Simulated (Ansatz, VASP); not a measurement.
# Cd2TeO: VASP beside Ansatz, part 2 of 2

Wanted: the spread between two codes on one cell, functional and k mesh. The cell is invented: As first built, before any earlier steps moved the atoms (in the runner's words): it takes the CdTe structure with some of its atoms replaced by other elements, volume scaled by an estimate. It may not be a known or stable phase. The cell is taken from a series of VASP runs on this material, whose earlier steps may have relaxed, scaled or displaced it; both programs get it as it stands.

VASP 6.6.1 and Ansatz 0.2.0.

So far. Step 2 (VASP: single point, BLYP): The run ends at a pressure of -0.05 GPa, with forces up to 0.010 eV/Å. Step 3 (Ansatz: single point, BLYP): The run ends at a pressure of -0.39 GPa, with forces up to 0.021 eV/Å.

## (5) VASP: band structure, BLYP, spin-orbit coupling

Level of this step: BLYP, spin-orbit coupling; plane waves and PAW (Te, Cd, O); invented cell (VASP).

A single point gives forces, pressure and levels at one fixed geometry, so differences don't come from the geometry; what else differs is listed under the comparison.

INCAR

```
SYSTEM = Cd2TeO
PREC = Accurate
ENCUT = 520
EDIFF = 1E-06
NELM = 100
ISMEAR = -1
SIGMA = 0.05
LREAL = .FALSE.
ALGO = Normal
GGA = B5
ALDAX = 1
AGGAX = 1
AGGAC = 1
ALDAC = 0
LNONCOLLINEAR = .TRUE.
MAGMOM = 0 0 0 0 0 0 0 0 0 0 0 0
NBANDS = 48
GGA_COMPAT = .FALSE.
LASPH = .TRUE.
LSORBIT = .TRUE.
LORBIT = 11
LWAVE = .FALSE.
LCHARG = .FALSE.
KPAR = 2
```

POSCAR

```
Cd2TeO
1.0
    4.2550536862      0.0000000000      0.0000000000
    0.0000000000      4.2550536862      0.0000000000
    0.0000000000      0.0000000000      5.8821187959
Te Cd O
1 2 1
Direct
    0.0000000000      0.0000000000      0.5000000000
    0.0000000000      0.5000000000      0.1755364129
    0.5000000000      0.0000000000      0.8244635871
    0.5000000000      0.5000000000      0.0000000000
```

KPOINTS

```
Automatic mesh
0
Gamma
4 4 3
0 0 0
```

KPOINTS_OPT

```
Line mode
16
Line-mode
Reciprocal
  0.00000000   0.00000000   0.00000000 GAMMA
  0.00000000   0.50000000   0.00000000 X

  0.00000000   0.50000000   0.00000000 X
  0.50000000   0.50000000   0.00000000 M

  0.50000000   0.50000000   0.00000000 M
  0.00000000   0.00000000   0.00000000 GAMMA

  0.00000000   0.00000000   0.00000000 GAMMA
  0.00000000   0.00000000   0.50000000 Z

  0.00000000   0.00000000   0.50000000 Z
  0.00000000   0.50000000   0.50000000 R

  0.00000000   0.50000000   0.50000000 R
  0.50000000   0.50000000   0.50000000 A

  0.50000000   0.50000000   0.50000000 A
  0.00000000   0.00000000   0.50000000 Z

  0.00000000   0.50000000   0.00000000 X
  0.00000000   0.50000000   0.50000000 R

  0.50000000   0.50000000   0.00000000 M
  0.50000000   0.50000000   0.50000000 A
```

Potentials, in the order of the species: Te, Cd and O (PBE family, release 64).

Run with:

```bash
> mpirun -np 2 vasp_ncl
```

Numbers of over 12 decimals in the logs are rounded to 6 here.

Log:

```text
[banner, memory and clock lines left out]
running    2 mpi-ranks, on    1 nodes
[...]
[... a notice as in an earlier step ...]

 LDA part: xc-table for (Slater(with rela. corr.)+VWN5), standard interpolation
 POSCAR, INCAR and KPOINTS ok, starting setup
[...]
entering main loop
       N       E                     dE             d eps       ncg     rms          rms(c)
DAV:   1     0.263325972285E+03    0.26333E+03   -0.17258E+04  1440   0.137E+03
DAV:   2     0.539885745238E+01   -0.25793E+03   -0.24805E+03  1592   0.349E+02
DAV:   3    -0.133192884501E+02   -0.18718E+02   -0.18520E+02  1704   0.922E+01
DAV:   4    -0.135679346290E+02   -0.24865E+00   -0.24842E+00  1600   0.100E+01
[...]
DAV:  13    -0.102989518717E+02   -0.11748E-05   -0.11819E-04  1616   0.894E-02    0.152E-02
DAV:  14    -0.102989547292E+02   -0.28576E-05   -0.14617E-05  1592   0.247E-02    0.863E-03
DAV:  15    -0.102989552903E+02   -0.56103E-06   -0.27121E-06  1336   0.938E-03
   1 F= -.10298955E+02 E0= -.10295646E+02  d E =-.661778E-02  mag=     0.0000    -0.0000    -0.0000
 Start KPOINTS_OPT (optional k-point list driver)
k-point batch [1-15\144]
       N       E                     dE             ncg
DAV:   1     0.154979609644E+04   -0.28586E+04     1440
DAV:   2    -0.220851185078E+04   -0.37583E+04     1608
DAV:   3    -0.246198104237E+04   -0.25347E+03     1696
DAV:   4    -0.246584700591E+04   -0.38660E+01     1584
DAV:   5    -0.246592564742E+04   -0.78642E-01     1728
DAV:   6    -0.246592771607E+04   -0.20686E-02     1672
DAV:   7    -0.246592776675E+04   -0.50687E-04     1744
DAV:   8    -0.246592776842E+04   -0.16694E-05     1176
DAV:   9    -0.246592776851E+04   -0.84446E-07     1016
[...]
k-point batch [136-144\144]
       N       E                     dE             ncg
DAV:   1     0.772146729660E+04   -0.99468E+04      864
DAV:   2     0.555943423941E+04   -0.21620E+04      952
DAV:   3     0.542134236191E+04   -0.13809E+03     1008
DAV:   4     0.541943524147E+04   -0.19071E+01      944
DAV:   5     0.541941054955E+04   -0.24692E-01     1048
DAV:   6     0.541940967774E+04   -0.87181E-03     1008
DAV:   7     0.541940966575E+04   -0.11991E-04     1016
DAV:   8     0.541940966533E+04   -0.42528E-06      744
```

From OUTCAR (step 5):

```text
  Total       -0.0039120     -0.0039120      0.1044915      0.0000000      0.0000000     -0.0000000
  in kB       -0.0588524     -0.0588524      1.5719831      0.0000000      0.0000000     -0.0000000
  external PRESSURE =       0.4847594 kB  Pullay stress =       0.0000000 kB

 POSITION                                       TOTAL-FORCE (eV/Angst)
 -----------------------------------------------------------------------------------
      0.00000      0.00000      2.94106         0.000000     -0.000000      0.000000
      0.00000      2.12753      1.03253         0.000000     -0.000000     -0.059845
      2.12753      0.00000      4.84959         0.000000     -0.000000      0.059845
      2.12753      2.12753      0.00000         0.000000      0.000000      0.000000
 -----------------------------------------------------------------------------------
    total drift:                                0.000000     -0.000000      0.000000

  FREE ENERGIE OF THE ION-ELECTRON SYSTEM (eV)
  ---------------------------------------------------
  free  energy   TOTEN  =       -10.2989552903 eV

  energy  without entropy=      -10.2923375137  energy(sigma->0) =      -10.29564640

 magnetization (x)
# of ion       s       p       d       tot
------------------------------------------
    1        0.000  -0.000   0.000  -0.000
    2        0.000   0.000   0.000   0.000
    3        0.000   0.000   0.000   0.000
    4        0.000   0.000   0.000   0.000
--------------------------------------------------
tot          0.000  -0.000   0.000  -0.000

 magnetization (y)
# of ion       s       p       d       tot
------------------------------------------
    1        0.000   0.000  -0.000   0.000
    2        0.000  -0.000  -0.000  -0.000
    3        0.000   0.000   0.000   0.000
    4        0.000   0.000   0.000   0.000
--------------------------------------------------
tot          0.000   0.000  -0.000   0.000

 magnetization (z)
# of ion       s       p       d       tot
------------------------------------------
    1       -0.000   0.000   0.000  -0.000
    2        0.000  -0.000  -0.000  -0.000
    3        0.000  -0.000  -0.000  -0.000
    4        0.000  -0.000   0.000  -0.000
--------------------------------------------------
tot         -0.000  -0.000  -0.000  -0.000

[... 1 part as in an earlier step ...]

[... 2 further parts left out ...]
[key lines of the parts left out:]
E-fermi :   2.1673
```

The run ends at a pressure of 0.05 GPa, with forces up to 0.060 eV/Å.

## (6) Ansatz: band structure, BLYP, spin-orbit coupling

The same cell, functional (in two slightly different forms), mesh and smearing now go to Ansatz, which takes its cutoff from its data sets.

The cell is taken from a series of VASP runs on this material, whose earlier steps may have relaxed, scaled or displaced it; both programs get it as it stands.

input.yaml

```yaml
crystal:
  lattice:
    - [4.2550536862, 0.0, 0.0]
    - [0.0, 4.2550536862, 0.0]
    - [0.0, 0.0, 5.8821187959]
  atoms:
    - { symbol: Te, position: [0.0, 0.0, 0.5] }
    - { symbol: Cd, position: [0.0, 0.5, 0.1755364129] }
    - { symbol: Cd, position: [0.5, 0.0, 0.8244635871] }
    - { symbol: O, position: [0.5, 0.5, 0.0] }
hamiltonian:
  xc: blyp
  pseudopotentials: { kind: paw_fr }
magnetization:
  noncollinear: true
  spin_orbit: true
kpoints:
  mp_grid: { grid: [4, 4, 3] }
  band_path:
    path:
      - [0.0, 0.0, 0.0]
      - [0.0, 0.13333, 0.0]
      - [0.0, 0.3, 0.0]
      - [0.0, 0.46667, 0.0]
      - [0.1, 0.5, 0.0]
      - [0.26667, 0.5, 0.0]
      - [0.43333, 0.5, 0.0]
      - [0.43333, 0.43333, 0.0]
      - [0.26667, 0.26667, 0.0]
      - [0.1, 0.1, 0.0]
      - [0.0, 0.0, 0.03333]
      - [0.0, 0.0, 0.2]
      - [0.0, 0.0, 0.36667]
      - [0.0, 0.0, 0.5]
      - [0.0, 0.16667, 0.5]
      - [0.0, 0.3, 0.5]
      - [0.0, 0.46667, 0.5]
      - [0.1, 0.5, 0.5]
      - [0.26667, 0.5, 0.5]
      - [0.43333, 0.5, 0.5]
      - [0.43333, 0.43333, 0.5]
      - [0.26667, 0.26667, 0.5]
      - [0.1, 0.1, 0.5]
      - [0.0, 0.5, 0.03333]
      - [0.0, 0.5, 0.2]
      - [0.0, 0.5, 0.36667]
      - [0.5, 0.5, 0.0]
      - [0.5, 0.5, 0.16667]
      - [0.5, 0.5, 0.33333]
      - [0.5, 0.5, 0.5]
    npoints: 1
scf:
  occupations: { method: fermi_dirac, width: 0.05 }
  n_extra_bands: 16
output:
  forces: true
  stress: true
  eigenvalues: true
```

Run with:

```bash
> ansatz run input.yaml --threads 2 --pin off --max-ram 4608MiB --backend cpu --events-out ev --progress --plain --runs-dir out
```

Log:

```text
[...]
non-collinear run that drives no moment, with spin-orbit: no starting moment large enough to seed its density (crystal.atoms[].spin), no starting occupations that ask for one, no magnetisation constraint and no magnetic field, so the semilocal B_xc is pinned to zero
Crystal: 4 atoms, lattice volume = 106.499 Å³
[...]
k-point 1: bands = [... 58 lower, 7.3467, 7.3467, 7.8815, 7.8815, 8.9696, 8.9696, 11.1597, 11.1597, ... 12 higher]
  k-point 2: bands = [... 58 lower, 6.7203, 6.7412, 7.7753, 7.7882, 8.4193, 8.4310, 11.4686, 11.5673, ... 12 higher]
  k-point 11: bands = [... 58 lower, 5.8168, 5.8168, 5.8405, 5.8405, 10.9326, 10.9326, 11.0263, 11.0263, ... 12 higher]
[key lines of the parts left out:]
SCF converged after 9 iterations
Magnetization: |M| = 0.0000 μB,  M = (+0.0000, +0.0000, +0.0000) μB
Free energy (F): -24114.933436 eV
Fermi energy:    8.004162 eV
P = ⅓ Tr σ = -0.3190 GPa (-3.190 kbar)
```

Elapsed: 28 s, on 2 threads of Arm Neoverse V2, shared host; peak memory 0.87 GiB.

## (7) Differences

What differs besides the data sets and the points named for the pairs above, as far as they apply: spin-orbit coupling enters by fully relativistic files in Ansatz and inside the spheres in VASP; the data sets hold 62 valence electrons in Ansatz (fully relativistic PAW (standard-fr) files) and 36 in VASP. Total energies have different zeros and are not compared.

Compared:

```csv
quantity,Ansatz,VASP,difference
pressure (GPa),-0.32,0.05,-0.37
pressure without Ansatz's Pulay correction (GPa),-0.50,0.05,-0.55
```

Forces (eV/Å; atoms numbered as in POSCAR):

| atom | Ansatz x, y, z | VASP x, y, z |
| --- | --- | --- |
| Te1 | 0.000, 0.000, 0.000 | 0.000, 0.000, 0.000 |
| Cd2 | 0.000, 0.000, -0.070 | 0.000, 0.000, -0.060 |
| Cd3 | 0.000, 0.000, 0.070 | 0.000, 0.000, 0.060 |
| O4 | 0.000, 0.000, 0.000 | 0.000, 0.000, 0.000 |

The forces differ by 4.1 meV/Å r.m.s., which is 16.7 % of the r.m.s. force of 0.02 eV/Å (both taken over all components). Levels from 3 eV below to 2 eV above the Fermi level differ by 8 meV r.m.s. and 21 meV at most; each VASP level is matched to the nearest of Ansatz, which flatters the figure a little. Ansatz's pressure holds a Pulay correction of 0.18 GPa; VASP's holds none.

## (8) Outcome

| Property | Result |
| --- | --- |
| difference in pressure (single point, BLYP) | -0.34 GPa |
| r.m.s. difference of levels near the Fermi level (band structure, BLYP, spin-orbit coupling) | 7.9 meV |

What this shows: The difference in pressure is -0.34 GPa (single point, BLYP), within the 1 GPa picked in this series as the mark of a large difference. How closely two codes agree says nothing of how well the functional describes the real material.

[Lines on the potential files, build, host, timing and source positions are cut from VASP's logs without a mark.]

[Logs are printed without paths, hosts, clocks, repeated set-up lines and the standing remarks that a program may print on its own settings, such as how far it seeks lower states.]

[Hosts, paths, dates, database ids (printed as entryN), source tags and the programs' standing remarks are cut or masked in the printed files.]
